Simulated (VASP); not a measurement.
Given:

```xyz
8
Lattice="5.5973 -0.0004 -0.0004 -0.0004 5.5973 -0.0004 -0.0004 -0.0004 5.5973" Properties=species:S:1:pos:R:3 pbc="T T T"
Si     0.0148     0.0148     0.0148
Si     1.3843     1.3843     1.3843
Ge     2.7826     2.7826     0.0156
Ge     4.2133     4.2133     1.3826
Ge     2.7826     0.0156     2.7826
Ge     4.2133     1.3826     4.2133
Ge     0.0156     2.7826     2.7826
Ge     1.3826     4.2133     4.2133
```

Computed with PBEsol GGA, VASP's PBE PAW potentials (set 64) (plane waves; VASP). Numerical set-up: 400 eV cut-off, Gaussian smearing of 0.050 eV, potentials Si Ge_d.

Give the energies of bands 40 to 53 at the high-symmetry points, in eV from the valence-band maximum.

| band | Γ | T | H2 | L | S0 | F |
|---|---|---|---|---|---|---|
| 40 | -3.08 | -1.47 | -1.47 | -3.96 | -3.92 | -3.92 |
| 41 | -3.02 | -1.47 | -1.47 | -3.91 | -3.88 | -3.88 |
| 42 | -3.02 | -1.36 | -1.36 | -3.89 | -3.80 | -3.80 |
| 43 | -2.98 | -1.36 | -1.36 | -2.14 | -1.61 | -1.61 |
| 44 | -0.03 | -1.25 | -1.25 | -2.03 | -1.52 | -1.52 |
| 45 | -0.03 | -1.18 | -1.18 | -2.00 | -1.47 | -1.47 |
| 46 | 0.00 | -1.18 | -1.18 | -1.89 | -1.28 | -1.28 |
| 47 | 0.47 | 0.23 | 0.23 | 0.82 | 1.76 | 1.76 |
| 48 | 0.47 | 0.23 | 0.23 | 1.08 | 2.07 | 2.07 |
| 49 | 0.54 | 0.47 | 0.47 | 2.73 | 2.21 | 2.21 |
| 50 | 0.54 | 0.95 | 0.95 | 2.88 | 2.23 | 2.23 |
| 51 | 0.71 | 3.27 | 3.27 | 4.24 | 4.53 | 4.53 |
| 52 | 1.01 | 3.27 | 3.27 | 4.36 | 4.55 | 4.55 |
| 53 | 1.09 | 3.57 | 3.57 | 4.46 | 4.66 | 4.66 |

The gap is indirect, 0.23 eV, from the valence maximum at Γ to the conduction minimum at T.

The structure was generated: Ge6Si2 was put into an ordered model structure (R-3m), which need not be its known phase. It was relaxed first.
